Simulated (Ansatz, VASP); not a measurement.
# SiC in two plane-wave programs, part 2 of 3

Aim: how closely do two programs agree when they are given the same cell, functional and k mesh? The cell is taken from a series of runs on this material, whose earlier steps may have relaxed, scaled, displaced or heated it; both programs get it as it stands.

VASP 6.6.1 and Ansatz 0.2.0.

So far: Starting point; Ansatz: zone-centre phonons, LDA.

## Step 3: VASP: zone-centre phonons, LDA

Level of this step: LDA; plane waves and PAW (C, Si) (VASP).

The same cell, functional (in two slightly different forms) and mesh now go to VASP, with its own data sets.

Lines of VASP's logs that name or quote its potential files are left out, and so is its time.

INCAR reads:

```
SYSTEM = SiC
PREC = Accurate
ENCUT = 600
EDIFF = 1E-08
NELM = 120
ISMEAR = 0
SIGMA = 0.01
LREAL = .FALSE.
ALGO = Normal
GGA = CA
NBANDS = 24
LORBIT = 11
LWAVE = .FALSE.
LCHARG = .FALSE.
ISIF = 2
IBRION = 8
LEPSILON = .TRUE.
LASPH = .TRUE.
GGA_COMPAT = .FALSE.
EFERMI = MIDGAP
KPAR = 2
```

POSCAR reads:

```
SiC
1.0
    3.0279177572      0.0000000000      0.0000000000
   -1.5139588786      2.6222536983      0.0000000000
    0.0000000000      0.0000000000     10.0341591931
C Si
4 4
Direct
    0.6666666667      0.3333333333      0.7501779239
    0.3333333333      0.6666666667      0.2501779239
    0.0000000000      0.0000000000      0.5007686945
    0.0000000000      0.0000000000      0.0007686945
    0.6666666667      0.3333333333      0.9375130027
    0.3333333333      0.6666666667      0.4375130027
    0.0000000000      0.0000000000      0.6875393789
    0.0000000000      0.0000000000      0.1875393789
```

KPOINTS reads:

```
Automatic mesh
0
Gamma
9 9 4
0 0 0
```

The projector-augmented-wave data sets are C and Si (LDA family, release 64).

Started as:

```sh
$ mpirun -np 2 vasp_std
```

The program printed:

```text
[banner, memory and clock lines left out]
running    2 mpi-ranks, on    1 nodes
 distrk:  each k-point on    1 cores,    2 groups
 distr:  one band on    1 cores,    1 groups

 POSCAR found type information on POSCAR C Si
 POSCAR found :  2 types and       8 ions
 LDA part: xc-table for (Slater(with rela. corr.)+CA(PZ))
 , standard interpolation
 POSCAR, INCAR and KPOINTS ok, starting setup
 FFT: planning ... GRIDC
 FFT: planning ... GRID_SOFT
 FFT: planning ... GRID
 WAVECAR not read
 entering main loop
       N       E                     dE             d eps       ncg     rms          rms(c)
DAV:   1     0.815473024254E+02    0.81547E+02   -0.16071E+04  1728   0.136E+03
DAV:   2    -0.678572447404E+02   -0.14940E+03   -0.13899E+03  2400   0.214E+02
DAV:   3    -0.750627750235E+02   -0.72055E+01   -0.71529E+01  2304   0.455E+01
DAV:   4    -0.751613175332E+02   -0.98543E-01   -0.98467E-01  2232   0.632E+00
DAV:   5    -0.751632595115E+02   -0.19420E-02   -0.19416E-02  2280   0.838E-01    0.190E+01
DAV:   6    -0.669260226316E+02    0.82372E+01   -0.24048E+01  2200   0.223E+01    0.875E+00
DAV:   7    -0.666341765889E+02    0.29185E+00   -0.23322E+00  2368   0.721E+00    0.343E+00
DAV:   8    -0.665630523101E+02    0.71124E-01   -0.14638E-01  2104   0.188E+00    0.112E+00
DAV:   9    -0.665520751323E+02    0.10977E-01   -0.19866E-02  2256   0.762E-01    0.160E-01
DAV:  10    -0.665521614674E+02   -0.86335E-04   -0.96555E-04  2168   0.179E-01    0.843E-02
DAV:  11    -0.665521700923E+02   -0.86248E-05   -0.32495E-05  2288   0.383E-02    0.240E-02
DAV:  12    -0.665521654781E+02    0.46141E-05   -0.84476E-06  2128   0.147E-02    0.868E-03
DAV:  13    -0.665521649048E+02    0.57337E-06   -0.24753E-06  2272   0.710E-03    0.174E-03
DAV:  14    -0.665521649103E+02   -0.55552E-08   -0.82439E-08  2192   0.185E-03
   1 F= -.66552165E+02 E0= -.66552165E+02  d E =0.000000E+00
 Linear response reoptimize wavefunctions to high precision
DAV:   1    -0.665521649114E+02   -0.10950E-08   -0.17601E-09  1680   0.267E-04
DAV:   2    -0.665521649114E+02    0.22737E-11   -0.20953E-10  1488   0.933E-05
 Linear response G [H, r] |phi>, progress :
  Direction:   1
       N       E                     dE             d eps       ncg     rms
RMM:   1    -0.150463259188E+03   -0.15046E+03    0.25580E+01  4478   0.746E+01
RMM:   2    -0.102871592916E+03    0.47592E+02   -0.15728E+01  2972   0.221E+01
RMM:   3    -0.103009214498E+03   -0.13762E+00   -0.35398E-01  3120   0.297E+00
RMM:   4    -0.103008419208E+03    0.79529E-03   -0.20811E-02  3305   0.508E-01
RMM:   5    -0.103007678903E+03    0.74030E-03   -0.27896E-03  3266   0.106E-01
RMM:   6    -0.103007545798E+03    0.13311E-03   -0.77748E-04  3358   0.269E-02
RMM:   7    -0.103007521180E+03    0.24618E-04   -0.49091E-04  3284   0.922E-03
RMM:   8    -0.103007511663E+03    0.95172E-05   -0.43995E-04  3373   0.522E-03
RMM:   9    -0.103007515253E+03   -0.35906E-05   -0.52645E-04  3278   0.424E-03
RMM:  10    -0.103007511557E+03    0.36966E-05   -0.55179E-04  2959   0.396E-03
RMM:  11    -0.103007512062E+03   -0.50585E-06   -0.15660E-04  2784   0.384E-03
RMM:  12    -0.103007513454E+03   -0.13918E-05   -0.49713E-04  2714   0.381E-03
RMM:  13    -0.103007509786E+03    0.36682E-05   -0.33640E-04  2634   0.380E-03
 Linear response G [H, r] |phi>, progress :
  Direction:   2
       N       E                     dE             d eps       ncg     rms
RMM:   1    -0.172214405852E+03   -0.17221E+03   -0.30966E+02  4380   0.711E+01
RMM:   2    -0.129787012566E+03    0.42427E+02   -0.12008E+01  2950   0.200E+01
RMM:   3    -0.129904563683E+03   -0.11755E+00   -0.21183E-01  3080   0.249E+00
RMM:   4    -0.129906015647E+03   -0.14520E-02   -0.86261E-03  3278   0.393E-01
RMM:   5    -0.129905846221E+03    0.16943E-03   -0.10373E-03  3253   0.734E-02
RMM:   6    -0.129905792078E+03    0.54143E-04   -0.24789E-04  3328   0.176E-02
RMM:   7    -0.129905781591E+03    0.10487E-04   -0.12967E-04  3287   0.686E-03
RMM:   8    -0.129905780171E+03    0.14194E-05   -0.11360E-04  3309   0.486E-03
RMM:   9    -0.129905780676E+03   -0.50496E-06    0.48845E-05  3238   0.447E-03
RMM:  10    -0.129905779258E+03    0.14188E-05   -0.17254E-04  2850   0.438E-03
RMM:  11    -0.129905781243E+03   -0.19853E-05   -0.73043E-05  2683   0.435E-03
RMM:  12    -0.129905779483E+03    0.17602E-05   -0.13717E-04  2633   0.434E-03
 Linear response G [H, r] |phi>, progress :
  Direction:   3
       N       E                     dE             d eps       ncg     rms
RMM:   1    -0.187682723011E+03   -0.18768E+03   -0.29095E+02  4485   0.750E+01
RMM:   2    -0.116119002079E+03    0.71564E+02   -0.16895E+01  2943   0.224E+01
RMM:   3    -0.116224767181E+03   -0.10577E+00   -0.34803E-01  3056   0.288E+00
RMM:   4    -0.116220509457E+03    0.42577E-02   -0.88307E-03  3234   0.462E-01
RMM:   5    -0.116220294844E+03    0.21461E-03    0.20184E-03  3249   0.906E-02
RMM:   6    -0.116220430236E+03   -0.13539E-03    0.11404E-03  3307   0.216E-02
[...]
RMM:  12    -0.142009365409E+00   -0.23944E-07    0.19855E-06  3950   0.717E-05    0.200E-06
RMM:  13    -0.142009360596E+00    0.48135E-08    0.19675E-06  3842   0.682E-05    0.462E-07
RMM:  14    -0.142009364403E+00   -0.38071E-08    0.20415E-06  3393   0.668E-05    0.199E-07
[...]
RMM:  14    -0.142314133916E+00   -0.96360E-09   -0.36498E-07  3454   0.451E-05    0.194E-07
RMM:  15    -0.142314135414E+00   -0.14978E-08   -0.18882E-07  3145   0.446E-05    0.869E-08
 first order change of Fermi-energy   0.32161E+00
 force on displaced ion       3 direction 3 :   0.000  -0.000 -28.429
 Born effective charge ion    3 direction 3 :   0.000  -0.000  -2.834
 Linear response progress:
  Degree of freedom:   5/  8
       N       E                     dE             d eps       ncg     rms          rms(c)
RMM:   1    -0.183712349099E-01   -0.18371E-01   -0.47705E-03 18939   0.800E-01
RMM:   2    -0.150755164127E-01    0.32957E-02   -0.11999E-03 12869   0.211E-01    0.136E-01
RMM:   3    -0.149786450628E-01    0.96871E-04    0.93771E-05 13533   0.554E-02    0.784E-02
RMM:   4    -0.150586992416E-01   -0.80054E-04    0.11383E-04 13077   0.520E-02    0.832E-03
RMM:   5    -0.150567818480E-01    0.19174E-05   -0.29491E-05 13794   0.110E-02    0.229E-03
RMM:   6    -0.150554126357E-01    0.13692E-05    0.10293E-06 14197   0.153E-03    0.892E-04
RMM:   7    -0.150544894232E-01    0.92321E-06    0.20852E-06 14339   0.391E-04    0.120E-04
RMM:   8    -0.150543918018E-01    0.97621E-07    0.13601E-07 14370   0.120E-04    0.229E-05
RMM:   9    -0.150544346286E-01   -0.42827E-07    0.19620E-07 14681   0.510E-05    0.351E-06
RMM:  10    -0.150544399255E-01   -0.52969E-08    0.11232E-08 15050   0.319E-05    0.189E-06
 first order change of Fermi-energy  -0.41616E+00
 force on displaced ion       5 direction 1 : -21.354  -0.000  -0.000
 Born effective charge ion    5 direction 1 :   2.694  -0.000  -0.000
 Linear response progress:
  Degree of freedom:   6/  8
       N       E                     dE             d eps       ncg     rms          rms(c)
RMM:   1    -0.471536871796E-01   -0.47154E-01    0.42987E-02  5707   0.126E+00
RMM:   2    -0.369456230724E-01    0.10208E-01   -0.44403E-03  3438   0.392E-01    0.163E-01
RMM:   3    -0.362554934166E-01    0.69013E-03   -0.95614E-04  3718   0.120E-01    0.916E-02
RMM:   4    -0.359766382812E-01    0.27886E-03   -0.22383E-04  3841   0.827E-02    0.293E-02
RMM:   5    -0.359836614735E-01   -0.70232E-05    0.42239E-05  3835   0.273E-02    0.688E-03
RMM:   6    -0.360030573742E-01   -0.19396E-04    0.27351E-05  3697   0.957E-03    0.283E-03
RMM:   7    -0.360059471551E-01   -0.28898E-05    0.91183E-06  3756   0.313E-03    0.871E-04
RMM:   8    -0.360080272929E-01   -0.20801E-05    0.77624E-06  3808   0.105E-03    0.290E-04
RMM:   9    -0.360079063299E-01    0.12096E-06    0.97773E-06  3857   0.260E-04    0.146E-04
RMM:  10    -0.360077350702E-01    0.17126E-06    0.12002E-05  3828   0.192E-04    0.250E-05
RMM:  11    -0.360078385259E-01   -0.10346E-06    0.11795E-05  3873   0.875E-05    0.789E-06
RMM:  12    -0.360080815799E-01   -0.24305E-06    0.78934E-06  3911   0.509E-05    0.479E-06
RMM:  13    -0.360081886339E-01   -0.10705E-06    0.70970E-06  3951   0.452E-05    0.747E-07
RMM:  14    -0.360082350973E-01   -0.46463E-07    0.64521E-06  3745   0.433E-05    0.278E-07
RMM:  15    -0.360081764718E-01    0.58625E-07    0.69006E-06  3186   0.425E-05    0.158E-07
RMM:  16    -0.360081921158E-01   -0.15644E-07    0.67828E-06  3056   0.423E-05    0.558E-08
 first order change of Fermi-energy  -0.32478E+00
 force on displaced ion       5 direction 3 :  -0.000  -0.000 -31.777
 Born effective charge ion    5 direction 3 :   0.000   0.000   2.671
 Linear response progress:
  Degree of freedom:   7/  8
       N       E                     dE             d eps       ncg     rms          rms(c)
RMM:   1    -0.185117325928E-01   -0.18512E-01   -0.48934E-03 18866   0.805E-01
RMM:   2    -0.151844254729E-01    0.33273E-02   -0.18352E-03 12896   0.214E-01    0.136E-01
RMM:   3    -0.150784042627E-01    0.10602E-03   -0.35735E-04 13537   0.559E-02    0.783E-02
RMM:   4    -0.151587844448E-01   -0.80380E-04   -0.34079E-04 13102   0.522E-02    0.822E-03
RMM:   5    -0.151075080994E-01    0.51276E-04    0.13265E-05 13810   0.111E-02    0.233E-03
RMM:   6    -0.151105073554E-01   -0.29993E-05   -0.39424E-07 14233   0.158E-03    0.890E-04
RMM:   7    -0.151098160005E-01    0.69135E-06   -0.47937E-07 14339   0.393E-04    0.136E-04
RMM:   8    -0.151094473145E-01    0.36869E-06    0.29016E-07 14419   0.123E-04    0.234E-05
RMM:   9    -0.151095312844E-01   -0.83970E-07   -0.19119E-07 14660   0.496E-05    0.382E-06
RMM:  10    -0.151095231830E-01    0.81015E-08   -0.78746E-08 14962   0.304E-05    0.206E-06
 first order change of Fermi-energy   0.43505E+00
 force on displaced ion       7 direction 1 : -21.566  -0.001   0.000
 Born effective charge ion    7 direction 1 :   2.704  -0.000  -0.000
 Linear response progress:
  Degree of freedom:   8/  8
       N       E                     dE             d eps       ncg     rms          rms(c)
RMM:   1    -0.489487617061E-01   -0.48949E-01    0.27306E-02  5729   0.126E+00
RMM:   2    -0.370255756580E-01    0.11923E-01   -0.56765E-03  3451   0.399E-01    0.164E-01
RMM:   3    -0.362327124309E-01    0.79286E-03   -0.14257E-03  3736   0.123E-01    0.922E-02
RMM:   4    -0.359690498665E-01    0.26366E-03   -0.97829E-04  3842   0.839E-02    0.301E-02
RMM:   5    -0.359309048439E-01    0.38145E-04   -0.25886E-04  3849   0.284E-02    0.729E-03
RMM:   6    -0.359344191978E-01   -0.35144E-05   -0.10099E-04  3684   0.101E-02    0.299E-03
RMM:   7    -0.359253238176E-01    0.90954E-05    0.16612E-06  3773   0.339E-03    0.936E-04
RMM:   8    -0.359278431000E-01   -0.25193E-05   -0.22308E-06  3797   0.110E-03    0.336E-04
RMM:   9    -0.359278096860E-01    0.33414E-07   -0.93452E-07  3843   0.277E-04    0.157E-04
RMM:  10    -0.359276806875E-01    0.12900E-06    0.20140E-06  3816   0.195E-04    0.271E-05
RMM:  11    -0.359275880196E-01    0.92668E-07    0.40061E-06  3857   0.829E-05    0.805E-06
RMM:  12    -0.359277029019E-01   -0.11488E-06    0.16654E-06  3922   0.409E-05    0.457E-06
RMM:  13    -0.359277685433E-01   -0.65641E-07    0.30553E-07  3922   0.335E-05    0.126E-06
RMM:  14    -0.359277261136E-01    0.42430E-07    0.88983E-07  3861   0.322E-05    0.270E-07
RMM:  15    -0.359277560339E-01   -0.29920E-07    0.69155E-07  3347   0.313E-05    0.160E-07
RMM:  16    -0.359277494657E-01    0.65682E-08    0.56257E-07  3046   0.310E-05    0.595E-08
 first order change of Fermi-energy  -0.16275E+00
 force on displaced ion       7 direction 3 :   0.000   0.000 -31.959
 Born effective charge ion    7 direction 3 :   0.000  -0.000   2.932
 Born effective charges drift removed
 Linear response finished
```

(Continued in part 3 of 3.)

[Lines on the potential files, build, host, timing and source positions are cut from VASP's logs without a mark.]

[Logs are printed without paths, hosts, clocks, repeated set-up lines and the standing remarks that a program may print on its own settings, such as how far it seeks lower states.]

[Hosts, paths, dates, database ids (printed as entryN), source tags and the programs' standing remarks are cut or masked in the printed files.]
